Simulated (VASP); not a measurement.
The system is SiO2.

```xyz
12
Lattice="4.9926 0.0000 0.0000 0.0000 4.9926 0.0000 0.0000 0.0000 6.9339" Properties=species:S:1:pos:R:3 pbc="T T T"
Si    3.4882    3.4882    3.4670
Si    4.0008    0.9918    5.2004
Si    0.9918    4.0008    1.7335
Si    1.5045    1.5045    0.0000
O     4.4613    3.8013    2.2196
O     0.5314    1.1913    5.6866
O     3.8013    4.4613    4.7143
O     1.3050    3.0277    0.4861
O     1.1913    0.5314    1.2474
O     1.9649    3.6876    2.9808
O     3.0277    1.3050    6.4478
O     3.6876    1.9649    3.9531
```

The cell is a database's computed one.

```yaml
Program: VASP 6.6.1
Task: relaxation of cell and atoms
Functional: PBE
Potentials_or_basis: VASP PAW PBE potentials, release 64 (Si, O)
Cutoff: 600 eV
k_mesh: 6 × 6 × 5
Occupations: gaussian, width 0.02 eV
Spin: no spin polarisation
```

At the start: pressure 4.6 GPa; volume 14.40 Å³/atom.

Where does the relaxation end?

Over 34 steps the energy falls by 6.3 meV/atom and the volume is 15.21 Å³/atom (+5.6 %); space group P4_12_12 (No. 92, to 0.05 Å).

The path:
```csv
step,energy change (eV),largest force (eV/Å),pressure (GPa),volume (Å³)
1,0.0000,0.2794,4.56,172.84
2,0.0603,0.4109,-5.61,183.31
3,-0.0654,0.0398,-0.01,177.12
4,-0.0654,0.0397,0.08,177.03
5,-0.0657,0.0431,0.08,177.11
6,-0.0657,0.0553,0.08,177.13
7,-0.0659,0.0530,0.07,177.16
8,-0.0662,0.0461,0.05,177.26
9,-0.0667,0.0365,0.00,177.44
10,-0.0674,0.0453,-0.08,177.81
11,-0.0670,0.1097,-0.27,178.56
12,-0.0676,0.0637,-0.15,178.06
13,-0.0678,0.0591,-0.11,178.12
14,-0.0684,0.0481,-0.02,178.30
15,-0.0691,0.0915,0.17,178.65
16,-0.0698,0.0674,0.18,178.90
17,-0.0714,0.0656,0.20,179.65
18,-0.0714,0.1790,0.22,181.15
19,-0.0719,0.1222,0.20,180.42
20,-0.0723,0.1154,0.20,180.58
21,-0.0732,0.0946,0.15,181.07
22,-0.0745,0.0543,0.01,182.04
23,-0.0745,0.0367,-0.17,183.99
24,-0.0749,0.0226,-0.06,182.93
25,-0.0749,0.0260,-0.03,182.80
26,-0.0749,0.0239,-0.04,182.88
27,-0.0749,0.0178,-0.02,182.79
28,-0.0750,0.0154,0.01,182.67
29,-0.0750,0.0159,0.02,182.65
30,-0.0750,0.0141,0.02,182.64
31,-0.0751,0.0093,0.02,182.60
32,-0.0751,0.0134,0.01,182.54
33,-0.0752,0.0135,0.00,182.53
34,-0.0752,0.0028,0.00,182.53
```

Final structure:
```
CELL_PARAMETERS angstrom
5.07523 0.00000 0.00000
0.00000 5.07523 0.00000
0.00000 0.00000 7.08644
ATOMIC_POSITIONS crystal
Si 0.70486 0.70486 0.50000
Si 0.79514 0.20486 0.75000
Si 0.20486 0.79514 0.25000
Si 0.29514 0.29514 0.00000
O 0.90442 0.75918 0.32494
O 0.09557 0.24082 0.82494
O 0.75918 0.90442 0.67506
O 0.25918 0.59558 0.07494
O 0.24082 0.09557 0.17506
O 0.40442 0.74082 0.42506
O 0.59558 0.25918 0.92506
O 0.74082 0.40442 0.57494
```
